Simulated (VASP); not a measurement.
PtAl₂ (fluorite) is relaxed at rising pressure, each step from the one before. Symmetry mostly holds the structure type, and other phases were not tried. The mesh follows the cell, and a change of mesh leaves a small step in the series.

Input:

```
Al2Pt
1.0
    0.00000     2.92885     2.92885
    2.92885     0.00000     2.92885
    2.92885     2.92885     0.00000
Al Pt
2 1
Direct
  0.25000   0.25000   0.25000
  0.75000   0.75000   0.75000
  0.00000   0.00000   0.00000
```

Method: LDA (Ceperley-Alder, Perdew-Zunger), VASP's LDA PAW potentials (set 64) (plane waves; VASP). Numerical set-up: 500 eV cut-off, 9×9×9 Γ-centred mesh, first-order Methfessel-Paxton smearing of 0.10 eV, potentials Al Pt.

Unless said otherwise, spin-orbit coupling is left out, though it shifts the bands of the heavy elements here.

```tsv
P (GPa)	V (Å³/atom)	H − H(0) (eV/atom)	space group	gap on the mesh (eV)	k-mesh
0	16.75	0.000	Fm-3m	0.00	9×9×9
5	16.23	0.514	Fm-3m	0.00	9×9×9
10	15.78	1.014	Fm-3m	0.00	9×9×9
20	15.04	1.974	Fm-3m	0.00	9×9×9
30	14.44	2.896	Fm-3m	0.00	10×10×10
45	13.72	4.213	Fm-3m	0.00	10×10×10
```

Pressures at which the relaxation failed are left out.

The compound is PtAl2 in the fluorite structure.
